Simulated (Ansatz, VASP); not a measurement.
# TaGe2P4 (TaGe2P4 monolayer) in two plane-wave programs

One calculation is typed for both programs; each brings its own data sets. How far apart do they land? The structure shown is the start of the Ansatz relaxation below; VASP solves that cell, so the two are compared at the walk's first step.

Calculated with Ansatz 0.2.0; plane waves, with VASP 6.6.1 beside it; single point at PBE with D3(BJ).

### Step 1. Set-up

The cell holds 7 atoms: 4 P, 2 Ge and 1 Ta. Cell: a = 3.580 Å, b = 3.580 Å, c = 48.995 Å, α = 90.0°, β = 90.0°, γ = 120.0°. Vacuum lies along c.

### Step 2. Ansatz: relaxation, PBE with D3(BJ)

Ansatz runs on its default PAW (the set named soft_2) files.

The two programs are compared at the cell with which this relaxation starts, whose forces are those of its first step.

File input.yaml:

```yaml
crystal:
  lattice:
    - [3.58, 0.0, 0.0]
    - [-1.79, 3.1003709455, 0.0]
    - [0.0, 0.0, 48.9953527234]
  atoms:
    - { symbol: P, position: [0.0, 0.0, 0.4082019802] }
    - { symbol: Ge, position: [0.3333333333, 0.6666666667, 0.4235824038] }
    - { symbol: P, position: [0.3333333333, 0.6666666667, 0.4684846217] }
    - { symbol: Ta, position: [0.0, 0.0, 0.5], spin: 1.0 }
    - { symbol: P, position: [0.3333333333, 0.6666666667, 0.5315153783] }
    - { symbol: Ge, position: [0.3333333333, 0.6666666667, 0.5764175962] }
    - { symbol: P, position: [0.0, 0.0, 0.5917980198] }
  periodic: [true, true, false]
magnetization:
  spin_polarized: true
kpoints:
  mp_grid: { grid: [12, 12, 1] }
hamiltonian:
  xc: pbe
  dispersion: d3bj
scf:
  occupations: { method: fermi_dirac, width: 0.05 }
  convergence: { dr2_threshold: 1.0e-09 }
relax:
  f_tol: 0.004
  max_steps: 90
  cell: {}
output:
  write_potential: true
  write_density: true
  volumetric_format: npy
```

The run is started by

```
$ ansatz run input.yaml --threads 4 --pin off --max-ram 6144MiB --backend cpu --events-out ev --progress --plain --runs-dir out
```

Numbers of over 12 decimals in the logs are rounded to 6 here.

Log:

```text
Warning: relax.cell: scf.convergence.dr2_threshold = 1e-9 eV is looser than the 1.94000708289e-10 eV advised for a relaxation that steers and ends on the stress (1e-10 eV for each atom of the cell: 7, times the square of relax.cell.stress_2d_tol = 0.05 N/m over 19.0 Å (the atoms' height at the walk's start and 5 Å past either face), 2.632e-2 GPa, over a crystal's default 0.05). What an SCF threshold leaves in a stress goes as its square root, and in the free energy as the threshold itself, and one threshold admits the most on a small cell: [figures from the program's tests cut] Set scf.convergence.dr2_threshold to 1.94000708289e-10 eV or tighter. [rest of the remark cut]
Engine: ansatz 0.2.0, x86_64-unknown-linux-gnu
Pseudopotentials: kind: paw
Pseudopotential: P, paw, valence charge 5, recommended cutoff 420 eV (normal), P.paw.azcp
Pseudopotential: Ge, paw, valence charge 14, recommended cutoff 420 eV (normal), Ge.paw.azcp
Pseudopotential: Ta, paw, valence charge 13, recommended cutoff 420 eV (normal), Ta.paw.azcp
Functional definition: PBE
  parameter kappa = 0.804
  parameter beta = 0.066725
  exchange = pbe_x(kappa = kappa, mu = beta*pi^2/3)
  correlation = pbe_c(beta = beta)
Crystal: 7 atoms, lattice volume = 543.815 Å³
Basis set: ecut = 420 eV, 10465 PW (Γ), exchange–correlation on 48×48×720 points (8 copies of the dense FFT grid, shifted against one another)
Bands: 38, of which v1, the nominal top of the filled ones, is band 31 counted from 1 (30 counted from 0)
Symmetry: 12 space group operations
Space group: P-6m2 (ITA 187), of the structure as read, at distance tolerance 8.2e-5 Å
Magnetic group: BNS 187.209 (UNI 1439), of the structure as read, at distance tolerance 8.2e-5 Å
k-points: 19 of 144 (time reversal used)
Non-local potential: P, projectors of the file, l = 0: 2, l = 1: 2, l = 2: 2
Non-local potential: Ge, projectors of the file, l = 0: 2, l = 1: 2, l = 2: 3, l = 3: 1
Non-local potential: Ta, projectors of the file, l = 0: 3, l = 1: 2, l = 2: 2, l = 3: 1
PAW form: soft (Blöchl's): semilocal exchange-correlation on the pseudo side does not see the compensation charge
PAW one-centre angular grid: P, 110 points (default); XC on 64 Gauss nodes
PAW one-centre angular grid: Ge, 590 points (default); XC on 64 Gauss nodes
PAW one-centre angular grid: Ta, 590 points (default); XC on 64 Gauss nodes
Initial density: superposition of atomic densities (neutral atoms: chi_scale 0, normalization atom)
Starting moments: Σ|m| = 1 μB on 1 of 7 sites
Initial wavefunctions: pseudopotential atomic-orbital guess
Functional: x = pbe(κ = 0.804, μ = 0.219515), c = pbe(β = 0.066725)
SCF iter   1: F=—  HF=-21548.387193 eV  |F-HF|=—  |Δ(HF+E_count)|=         —  Δρ=1.29e-2 (↑1.29e-2 ↓1.22e-2)  dr2=4.73e0  dr2_m=3.60e-2  M=0.553 μB ∫|m|=0.683 μB  β_m=0.30  ethr=3.10e-3  ⟨swp⟩=15.6  Hψ=10303  notcnv=0
Mixer restart at iter 1: flushing history
preconditioner: auto → LDOS  [metal: Δε(μ)=0.009 eV  Ē_g=8.579 eV  σ=0.050 eV  W_gap=0.05  n_scr=28 (ndim 8)  ℏωp=9.1 eV  f_vac=0.730  D(μ)=1.74/eV (n_scr^D=10)]
spin=Collinear: LDOS preconditioning applied to the charge; magnetization (m = ρ↑ − ρ↓) channel mixes plain (no charge-response kernel on spin).
SCF iter   2: F=—  HF=-21547.480450 eV  |F-HF|=—  |Δ(HF+E_count)|=   9.07e-1  Δρ=8.54e-3 (↑8.54e-3 ↓7.92e-3)  dr2=1.54e0  dr2_m=2.06e-2  M=0.531 μB ∫|m|=0.648 μB  β_m=0.51  ethr=3.10e-3  ⟨swp⟩=3.2  Hψ=2493  notcnv=0  defer=70
SCF iter   3: F=—  HF=-21547.214034 eV  |F-HF|=—  |Δ(HF+E_count)|=   2.66e-1  Δρ=2.44e-3 (↑2.44e-3 ↓2.15e-3)  dr2=7.43e-2  dr2_m=4.80e-3  M=0.425 μB ∫|m|=0.521 μB  β_m=0.71  ethr=2.52e-3  ⟨swp⟩=3.6  Hψ=2849  notcnv=0  defer=70
SCF iter   4: F=—  HF=-21547.248344 eV  |F-HF|=—  |Δ(HF+E_count)|=         —  Δρ=1.29e-3 (↑1.29e-3 ↓1.08e-3)  dr2=1.25e-2  dr2_m=5.74e-3  M=0.220 μB ∫|m|=0.291 μB  β_m=0.71  ethr=1.22e-4  ⟨swp⟩=4.2  Hψ=3975  notcnv=0  defer=60
SCF iter   5: F=—  HF=-21547.248463 eV  |F-HF|=—  |Δ(HF+E_count)|=   1.19e-4  Δρ=6.72e-4 (↑6.18e-4 ↓6.72e-4)  dr2=9.52e-4  dr2_m=1.90e-3  M=0.166 μB ∫|m|=0.216 μB  β_m=0.79  ethr=2.05e-5  ⟨swp⟩=2.9  Hψ=3138  notcnv=0  defer=60
SCF iter   6: F=—  HF=-21547.250006 eV  |F-HF|=—  |Δ(HF+E_count)|=   1.54e-3  Δρ=4.19e-4 (↑4.14e-4 ↓4.19e-4)  dr2=5.70e-4  dr2_m=7.70e-4  M=0.122 μB ∫|m|=0.156 μB  β_m=0.80  ethr=1.56e-6  ⟨swp⟩=3.2  Hψ=3517  notcnv=0  defer=60
[...]
spin=Collinear: LDOS preconditioning applied to the charge; magnetization (m = ρ↑ − ρ↓) channel mixes plain (no charge-response kernel on spin).
SCF iter   2: F=—  HF=-21548.671031 eV  |F-HF|=—  |Δ(HF+E_count)|=   2.95e-5  Δρ=4.88e-7 (↑4.87e-7 ↓4.88e-7)  dr2=2.35e-9  dr2_m=1.95e-12  M=-0.000 μB ∫|m|=0.000 μB  β_m=0.58  ethr=1.03e-11  ⟨swp⟩=6.0  Hψ=6181  notcnv=0
SCF iter   3: F=—  HF=-21548.671031 eV  |F-HF|=—  |Δ(HF+E_count)|=   1.80e-9  Δρ=2.22e-7 (↑2.22e-7 ↓2.22e-7)  dr2=4.54e-10  dr2_m=1.23e-12  M=-0.000 μB ∫|m|=0.000 μB  β_m=0.59  ethr=3.85e-12  ⟨swp⟩=2.7  Hψ=2578  notcnv=0
SCF iter   4: F=-21548.671031 eV  HF=-21548.671031 eV  |F-HF|=1.19e-9  |Δ(HF+E_count)|=  4.37e-10  Δρ=6.03e-8 (↑6.03e-8 ↓5.93e-8)  dr2=4.58e-11  dr2_m=3.86e-13  M=-0.000 μB ∫|m|=0.000 μB  ethr=1.00e-12  ⟨swp⟩=12.9  Hψ=12203  notcnv=0
the starting moments were not kept: the SCF closed with an absolute magnetisation of 4.5e-6 μB, where they sum to 1 μB in size (1 site). That is at most 0.1 of that sum. Measured as dr2_m measures the in/out step, that magnetisation stands 2.1e-12 eV from none, at or under the dr2_threshold of 1.0e-9 eV: it is no larger than a step whose dr2_m would equal this threshold.
SCF 8 converged in 4 iterations: F = -21548.671031 eV  dr2 = 4.58e-11
relax step   8: F+E_penalty+E_count = -21548.67103065 eV  Δ(F+E_penalty+E_count) = +1.236e-4 eV  max|allowed force component| = 4.852e-4 eV/Å  Δτ_max = 0.0000 Å  P = -0.003 N/m  Ω = 541.090 Å³  fix = [c, alpha, beta]  reactions: c +0.000 N/m  stress off target by 2.72e-3 N/m on what of the cell is left free  SCF on the basis re-selected at this cell (its energy is not comparable with the rows above)  (4 SCF iters)
basis re-selected at this cell: Δ(F+E_penalty+E_count) = +1.236e-4 eV, ΔP = -0.003 N/m vs the last step (what re-selecting the basis moved, of the pressure what is left beyond the Pulay correction that the steps carried, after the strain that the cell walked since its last selection, with what the two solves' SCF thresholds leave and, on support functions, any second-order correction that the steps lacked; it is no m [...]
WARN: The output density's exchange-correlation potential varies sharply where the density is thin. Do not read a vacuum level from v_tot or v_xc, or from such a field of the output density. On a cell that repeats whose density bears no net charge and no dipole along the vacuum's axis use v_es (v_loc + v_h of the components); under efield.dipole_correction with no amplitude use v_es + v_field, which holds any externa [...]
SCF converged after 4 iterations
Magnetization: -0.0000 μB (30.5000 up, 30.5000 down)
Absolute magnetization: 0.0000 μB (∫|ρ↑−ρ↓|, with the PAW one-centre terms)
Spin contamination: 0.0000 ħ² per cell (⟨S²⟩ above its minimum at these occupations)
Per-site moments (μB) at R_I (Å): [(-3.2500170211334814e-8, 0.959423), (-4.9767245692381196e-8, 0.959423), (1.003907918053015e-7, 0.960367), (-1.798473812176377e-6, 1.035482), (1.0039079184483808e-7, 0.960367), (-4.976724581901929e-8, 0.959423), (-3.25001706508634e-8, 0.959423)]
Free energy (F): -21548.671031 eV
Harris-Foulkes:  -21548.671031 eV  (|F-HF|=1.19e-9)
Internal energy: -21548.652518 eV  (E = F + TS)
E sigma→0 (E₀):  -21548.661774 eV
Entropy (-TS):   -0.018513 eV (-2.645 meV/atom)
Fermi energy:    -5.381820 eV
--- Per-component energies (eV) ---
  E_band       = -1328.143383
  E_kinetic    = 870.403978
  E_local      = -263634.587183  (includes V_loc(G=0)·N_el)
  E_nonlocal   = 989.677554
  E_hartree    = 130897.332307
  E_xc         = -615.575229
  E_vxc        = -576.292172  (∫ρ·V_xc dr)
  E_paw        = -14715.665191  (= ΣΔE_a)
  E_vpaw       = -772.009514  (= ΣTr[D̂ρ^β])
  E_aug_tail   = 0.000814  (compensation charges beyond the density's cutoff)
  E_ewald      = 124662.085016
  E_disp       = -2.324583  (pairwise vdW)
  E_smearing   = -0.018513  (= −TS)
  E_closure    = -0.000000  (closes the sum)
  Σ components = -21548.671031   (vs F -21548.671031, Δ=0.00e0)
--- Forces (eV/Å), atoms counted from 1 ---
  atom   1  P      0.00000000    -0.00000000    -0.00024211
  atom   2  Ge     0.00000000     0.00000000     0.00048520
  atom   3  P      0.00000000    -0.00000000    -0.00046790
  atom   4  Ta     0.00000000    -0.00000000     0.00000000
  atom   5  P      0.00000000    -0.00000000     0.00046790
  atom   6  Ge     0.00000000     0.00000000    -0.00048520
  atom   7  P      0.00000000    -0.00000000     0.00024211
  max |Σ_I F_I| component: 4.63e-16 eV/Å
--- 2D stress c σ (N/m, compression-positive) ---
       -0.002717       0.000000       0.000000
        0.000000      -0.002717       0.000000
        0.000000       0.000000       0.000000
  P = ½ c Tr σ = -0.0027 N/m
--- Band table (eV; the first three rows and the last of 38) ---
  k-point 0 ↑: bands = [... 27 lower, -5.9821, -5.7739, -5.7739, -4.9367, -2.9121, -2.7559, -2.2985, -2.2985, ... 3 higher]
  k-point 1 ↑: bands = [... 27 lower, -6.1672, -5.9304, -5.9259, -4.8978, -2.6200, -2.5658, -2.1696, -2.0851, ... 3 higher]
  k-point 2 ↑: bands = [... 27 lower, -6.5600, -6.2874, -6.1114, -5.0461, -3.0032, -2.9284, -2.1803, -2.0197, ... 3 higher]
  k-point 18 ↓: bands = [... 27 lower, -7.8106, -6.9248, -6.1872, -4.5540, -3.8008, -3.7427, -3.0430, -2.4659, ... 3 higher]
  the weakly bound empty levels are not read free of the cell's end (no_gap_told)
--- Relaxed structure (7 steps of the walk, 7 accepted, 1 SCFs on fresh bases) ---
  F+E_penalty+E_count = -21548.67103065 eV   max|allowed force component| = 4.852e-4 eV/Å   (the final SCF, on the basis selected at the relaxed cell)
  cell:  # Å, volume = 541.0903 Å³
    - [3.571019, 0, 0.0]
    - [-1.785509, 3.092593, 0.0]
    - [0.0, 0.0, 48.9953527234]
  atoms:
    - { symbol: P, position: [1.0573552618554987e-17, -5.135725556199064e-17, 0.401282] }
    - { symbol: Ge, position: [0.333333, 0.666667, 0.423254] }
    - { symbol: P, position: [0.333333, 0.666667, 0.470772] }
    - { symbol: Ta, position: [1.0573552618554987e-17, -5.135725556199064e-17, 0.5] }
    - { symbol: P, position: [0.333333, 0.666667, 0.529228] }
    - { symbol: Ge, position: [0.333333, 0.666667, 0.576746] }
    - { symbol: P, position: [1.0573552618554987e-17, -5.135725556199064e-17, 0.598718] }
```

(Part 1 of 2 ends here.)

[Lines on the potential files, build, host, timing and source positions are cut from VASP's logs without a mark.]

[Logs are printed without paths, hosts, clocks, repeated set-up lines and the standing remarks that a program may print on its own settings, such as how far it seeks lower states.]

[Hosts, paths, dates, database ids (printed as entryN), source tags and the programs' standing remarks are cut or masked in the printed files.]
